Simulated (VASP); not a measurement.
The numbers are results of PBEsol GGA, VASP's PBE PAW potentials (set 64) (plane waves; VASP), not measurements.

The input files of a VASP run:

File KPOINTS:
```
Automatic mesh
0
Gamma
 14 14 14
0 0 0
```

INCAR:
```
EDIFFG = -0.02
SIGMA = 0.1
ALGO = Normal   # blocked Davidson
ISIF = 3   # ions, shape and volume
LMAXMIX = 6
LCHARG = .False.
EDIFF = 1E-6   # SCF stop (eV)
LASPH = .True.
NELM = 100
SYSTEM = HfC
ISMEAR = 1
PSTRESS = 450   # kbar
NSW = 40   # most ionic steps
IBRION = 2   # conjugate gradients
PREC = Accurate
GGA = PS   # PBEsol
LWAVE = .False.
LREAL = .False.
ENCUT = 620   # plane-wave cut-off (eV)
```

### POSCAR
```
HfC
1.0
  0.0000000000   2.2290460715   2.2290460715
  2.2290460715   0.0000000000   2.2290460715
  2.2290460715   2.2290460715   0.0000000000
Hf C
1 1
Direct
  0.0000000000   0.0000000000   0.0000000000
  0.5000000000   0.5000000000   0.5000000000
```

POTCAR, in this order: Hf_pv C (PBE.64 set). Program: vasp_std.

Energy and stress use the plane-wave basis of the starting cell. Unless said otherwise, spin-orbit coupling is left out, though it shifts the bands of the heavy elements here.

Q: Estimate the energy per atom (σ→0), volume per atom, band gap (on the k-mesh).

A: 
```
Property                                                    Result
------------------------  ----------------------------------------
energy per atom (σ→0)                              -10.905 eV/atom
band gap (on the k-mesh)  none (metal, semimetal or under 0.01 eV)
volume per atom                                     10.66 Å^3/atom
```

File OSZICAR:
```
...
DAV:   9    -0.218195044273E+02   -0.20362E-06   -0.37454E-06  2387   0.218E-02
   3 F= -.15818688E+02 E0= -.15818622E+02  d E =-.397035E-01
       N       E                     dE             d eps       ncg     rms          rms(c)
DAV:   1    -0.218097330317E+02    0.97712E-02   -0.31283E-03  2294   0.573E-01    0.226E-01
DAV:   2    -0.218096568662E+02    0.76166E-04   -0.10403E-04  2312   0.109E-01    0.123E-01
DAV:   3    -0.218096273340E+02    0.29532E-04   -0.91527E-05  2330   0.921E-02    0.680E-02
DAV:   4    -0.218096273578E+02   -0.23877E-07   -0.14713E-06  2255   0.131E-02
   4 F= -.15818784E+02 E0= -.15818718E+02  d E =-.397996E-01
```

The compound is HfC in the rock salt structure. This run relaxes it under an external pressure of 45 GPa. Symmetry was kept, so distortions that lower it aren't found.
